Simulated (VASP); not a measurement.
Pd:

```
Pd
1.0
     0.00000    1.94650    1.94650
     1.94650    0.00000    1.94650
     1.94650    1.94650    0.00000
Pd
1
Direct
  0.00000 0.00000 0.00000
```

* Program: VASP 6.6.1
* Task: relaxation of cell and atoms
* Functional: PBE
* Potentials or basis: VASP PAW PBE potentials, release 64 (Pd)
* Cutoff: 300 eV
* k mesh: 8 × 8 × 8
* Occupations: methfessel-paxton, width 0.1 eV
* Spin: no spin polarisation

At the start: pressure 7.5 GPa; volume 14.75 Å³/atom.

Task: Where does the relaxation end?

Result: Over 3 steps the energy falls by 13.9 meV/atom and the volume is 15.38 Å³/atom (+4.3 %); space group Fm-3m (No. 225, to 0.05 Å).

Step by step:
| step | energy change (eV) | largest force (eV/Å) | pressure (GPa) | volume (Å³) |
| --- | --- | --- | --- | --- |
| 1 | 0.0000 | 0.0000 | 7.51 | 14.75 |
| 2 | 0.0102 | 0.0000 | -8.07 | 16.28 |
| 3 | -0.0139 | 0.0000 | -0.09 | 15.38 |

Final structure:
```yaml
crystal:
  lattice:
    - [0.00000, 1.97385, 1.97385]
    - [1.97385, 0.00000, 1.97385]
    - [1.97385, 1.97385, 0.00000]
  atoms:
    - { symbol: Pd, position: [0.00000, 0.00000, 0.00000] }
```

Caveat: the cutoff is under 1.25 times the usual one of these potentials, so pressure, stress and relaxed cells hold a basis-set (Pulay) error.
